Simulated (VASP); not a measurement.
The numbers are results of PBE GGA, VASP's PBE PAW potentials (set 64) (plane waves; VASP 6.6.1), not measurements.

VASP ran on this input.

**KPOINTS**
```
Automatic mesh
0
Gamma
7 7 7
0 0 0
```

**POSCAR**
```
VGe2
5.9372240
  0.0000000000   0.5000000000   0.5000000000
  0.5000000000   0.0000000000   0.5000000000
  0.5000000000   0.5000000000   0.0000000000
V Ge
1 2
Cart
  0.0000000000   0.0000000000   0.0000000000
  0.2500000000   0.2500000000   0.2500000000
  0.7500000000   0.7500000000   0.7500000000
```

**INCAR**
```
# general
SYSTEM  = VGe2
PREC    = Accurate
ENCUT   = 300   # plane-wave cut-off (eV)
LREAL   = .FALSE.   # projection in real space or not
LASPH   = .TRUE.   # aspherical one-centre terms

# electronic loop
EDIFF   = 1E-6   # SCF stop (eV)
NELM    = 100
ALGO    = Normal   # blocked Davidson
LMAXMIX = 4

# smearing
ISMEAR  = -1   # Fermi-Dirac
SIGMA   = 0.136   # width (eV)

# functional
GGA     = PE

# spin
ISPIN   = 2   # spin-polarised
MAGMOM  = 2.0 2*0.0

# ions
ISIF    = 2   # forces and stress, cell fixed

# output
LWAVE   = .FALSE.
LCHARG  = .FALSE.
LORBIT  = 11   # lm-projected
```

POTCAR, in this order: V_sv Ge_d (PBE.64 set). Program: vasp_std.

Output of the run:

### OSZICAR
```
       N       E                     dE             d eps       ncg     rms          rms(c)
DAV:   1     0.277113300008E+03    0.27711E+03   -0.15936E+04  2296   0.294E+03
DAV:   2     0.145156076727E+02   -0.26260E+03   -0.25993E+03  2008   0.554E+02
DAV:   3    -0.176752643868E+02   -0.32191E+02   -0.31695E+02  2399   0.156E+02
DAV:   4    -0.185514905235E+02   -0.87623E+00   -0.86993E+00  2247   0.283E+01
DAV:   5    -0.185659271901E+02   -0.14437E-01   -0.14425E-01  2404   0.393E+00    0.176E+01
DAV:   6    -0.197252414892E+02   -0.11593E+01   -0.50657E+01  2272   0.315E+01    0.148E+01
DAV:   7    -0.173135077668E+02    0.24117E+01   -0.29091E+01  2351   0.275E+01    0.585E+00
DAV:   8    -0.172503159416E+02    0.63192E-01   -0.90646E-01  2120   0.540E+00    0.209E+00
DAV:   9    -0.172830059784E+02   -0.32690E-01   -0.11820E-01  2299   0.147E+00    0.157E+00
DAV:  10    -0.172892822632E+02   -0.62763E-02   -0.31438E-02  2201   0.745E-01    0.643E-01
DAV:  11    -0.172912825886E+02   -0.20003E-02   -0.21485E-02  2312   0.661E-01    0.183E-01
DAV:  12    -0.172916255672E+02   -0.34298E-03   -0.89825E-04  2162   0.185E-01    0.731E-02
DAV:  13    -0.172916899514E+02   -0.64384E-04   -0.12579E-04  2207   0.867E-02    0.207E-02
DAV:  14    -0.172916956365E+02   -0.56851E-05   -0.20751E-05  2074   0.215E-02    0.161E-02
DAV:  15    -0.172916978442E+02   -0.22077E-05   -0.31196E-06  1553   0.135E-02    0.856E-03
DAV:  16    -0.172916982527E+02   -0.40855E-06   -0.60758E-06  1722   0.113E-02
   1 F= -.17291698E+02 E0= -.17203171E+02  d E =-.177054E+00  mag=     1.9238
```

### OUTCAR
```
------------------------ aborting loop because EDIFF is reached ----------------------------------------
  FORCE on cell =-STRESS in cart. coord.  units (eV):
  Direction    XX          YY          ZZ          XY          YZ          ZX
  --------------------------------------------------------------------------------------
  Total        1.3664411      1.3664411      1.3664411      0.0000000      0.0000000      0.0000000
  in kB       41.8418805     41.8418805     41.8418805      0.0000000      0.0000000      0.0000000
  external PRESSURE =      41.8418805 kB  Pullay stress =       0.0000000 kB
  volume of cell :       52.32
      direct lattice vectors                 reciprocal lattice vectors
     0.000000000  2.968612000  2.968612000    -0.168428882  0.168428882  0.168428882
     2.968612000  0.000000000  2.968612000     0.168428882 -0.168428882  0.168428882
     2.968612000  2.968612000  0.000000000     0.168428882  0.168428882 -0.168428882
 POSITION                                       TOTAL-FORCE (eV/Angst)
 -----------------------------------------------------------------------------------
      0.00000      0.00000      0.00000         0.000000     -0.000000      0.000000
      1.48431      1.48431      1.48431        -0.000000      0.000000     -0.000000
      4.45292      4.45292      4.45292        -0.000000     -0.000000      0.000000
 -----------------------------------------------------------------------------------
    total drift:                               -0.000000      0.000000      0.000000
  FREE ENERGIE OF THE ION-ELECTRON SYSTEM (eV)
  ---------------------------------------------------
  free  energy   TOTEN  =       -17.2916982527 eV

  energy  without entropy=      -17.1146440464  energy(sigma->0) =      -17.20317115

 total charge

# of ion       s       p       d       tot
------------------------------------------
    1        2.271   6.166   3.203  11.641
    2        1.166   1.161  10.040  12.367
    3        1.166   1.161  10.040  12.367
--------------------------------------------------
tot          4.603   8.489  23.283  36.375

 magnetization (x)

# of ion       s       p       d       tot
------------------------------------------
    1        0.036   0.022   1.677   1.735
    2       -0.013  -0.015   0.019  -0.008
    3       -0.013  -0.015   0.019  -0.008
--------------------------------------------------
tot          0.011  -0.009   1.716   1.718
```
(Selected blocks of OUTCAR.)

At this cut-off the stress carries a Pulay error, which pulls relaxed volumes low.

The structure was generated: VGe2 was put into an ordered model structure, which need not be its known phase. The cell was not relaxed at this level, and its volume differs by -5.9 % from the start's.
